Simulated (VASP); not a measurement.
```
Li2Se
1.0
    0.00000     3.03265     3.03265
    3.03265     0.00000     3.03265
    3.03265     3.03265     0.00000
Li Se
2 1
Direct
  0.25000   0.25000   0.25000
  0.75000   0.75000   0.75000
  0.00000   0.00000   0.00000
```

Computed with PBEsol GGA, VASP's PBE PAW potentials (set 64) (plane waves; VASP 6.6.1). Run with 520 eV cut-off, 8×8×8 Γ-centred mesh, Gaussian smearing of 0.050 eV, potentials Li_sv Se.

The job: Li₂Se (antifluorite), 3 atoms, PBEsol, static run, 520 eV, 8×8×8 Γ-centred mesh. Roughly how much core time does it take on a busy server core?

About 10 core-seconds (one run on a shared machine, a rough figure). It had 29 irreducible k-points, 10 bands, up to 1524 plane waves and 14 electronic steps.

The compound is Li2Se in the antifluorite structure. This cell is one point of a volume scan, at 1.06 of the reference volume.
